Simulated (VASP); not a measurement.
Output of a VASP run:

### OSZICAR
```
       N       E                     dE             d eps       ncg     rms          rms(c)
DAV:   1     0.126191378770E+03    0.12619E+03   -0.14293E+04  2592   0.141E+03
DAV:   2    -0.223947331638E+01   -0.12843E+03   -0.12703E+03  2709   0.295E+02
DAV:   3    -0.439315802923E+01   -0.21537E+01   -0.21113E+01  3111   0.337E+01
DAV:   4    -0.440587707521E+01   -0.12719E-01   -0.12724E-01  2878   0.258E+00
DAV:   5    -0.440601251619E+01   -0.13544E-03   -0.13544E-03  2977   0.280E-01    0.358E+00
DAV:   6    -0.435613575408E+01    0.49877E-01   -0.93392E-02  2771   0.267E+00    0.246E+00
DAV:   7    -0.434715616110E+01    0.89796E-02   -0.45867E-02  2715   0.187E+00    0.721E-01
DAV:   8    -0.434629588298E+01    0.86028E-03   -0.45140E-03  2692   0.559E-01    0.398E-02
DAV:   9    -0.434630136879E+01   -0.54858E-05   -0.24935E-05  3007   0.478E-02    0.120E-02
DAV:  10    -0.434630674822E+01   -0.53794E-05   -0.63445E-06  2713   0.239E-02    0.248E-03
DAV:  11    -0.434630703844E+01   -0.29022E-06   -0.62803E-07  1457   0.670E-03
   1 F= -.26281604E+01 E0= -.26281959E+01  d E =-.262816E+01
```

File OUTCAR:
```
------------------------ aborting loop because EDIFF is reached ----------------------------------------
  FORCE on cell =-STRESS in cart. coord.  units (eV):
  Direction    XX          YY          ZZ          XY          YZ          ZX
  --------------------------------------------------------------------------------------
  Total        1.7135314      1.7135316      1.7224174      0.0000000      0.0000000      0.0000000
  in kB       49.8656935     49.8656984     50.1242840      0.0000000      0.0000000      0.0000000
  external PRESSURE =      -0.0481080 kB  Pullay stress =      50.0000000 kB
  volume of cell :       55.06
      direct lattice vectors                 reciprocal lattice vectors
     1.723321073 -2.984879801  0.000000000     0.290137461 -0.167510933  0.000000000
     1.723321073  2.984879801  0.000000000     0.290137461  0.167510933  0.000000000
     0.000000000  0.000000000  5.351527413     0.000000000  0.000000000  0.186862539
 POSITION                                       TOTAL-FORCE (eV/Angst)
 -----------------------------------------------------------------------------------
      1.72332      0.99496      1.33788         0.000000      0.000000      0.000000
      1.72332     -0.99496      4.01365        -0.000000     -0.000000      0.000000
 -----------------------------------------------------------------------------------
    total drift:                                0.000011      0.000445      0.000010
  FREE ENERGIE OF THE ION-ELECTRON SYSTEM (eV)
  ---------------------------------------------------
  free  energy   TOTEN  =        -4.3463070384 eV

  energy  without entropy=       -4.3464132848  energy(sigma->0) =       -4.34634245
  enthalpy is  TOTEN    =        -2.6281604356 eV   P V=        1.7181466029

 reached required accuracy - stopping structural energy minimisation
```
(Selected blocks of OUTCAR.)

POSCAR:
```
Tl
1
    1.7233210726    -2.9848798014     0.0000000000
    1.7233210726     2.9848798014     0.0000000000
    0.0000000000     0.0000000000     5.3515274134
Tl
2
Direct
  0.3333330000   0.6666670000   0.2500000000
  0.6666670000   0.3333330000   0.7500000000
```

Question: Reconstruct the remaining input files.

Answer: Several could match; the one computed here: the input of the run itself, PBE GGA, plane waves, VASP's PBE PAW potentials (set 64).

INCAR:
```
SYSTEM = Tl
PREC = Accurate
ENCUT = 500
EDIFF = 1E-6
NELM = 100
ALGO = Normal
LREAL = .FALSE.
LASPH = .TRUE.
ISMEAR = 1
SIGMA = 0.1
GGA = PE
LMAXMIX = 4
LWAVE = .FALSE.
LCHARG = .FALSE.
IBRION = 2
ISIF = 3
NSW = 40
EDIFFG = -0.02
PSTRESS = 50
```

KPOINTS:
```
Automatic mesh
0
Gamma
12 12 7
0 0 0
```

POTCAR, in this order: Tl_d (PBE.64 set). Program: vasp_std.

The compound is Tl in the hcp structure. It was relaxed first under an external pressure of 5 GPa.
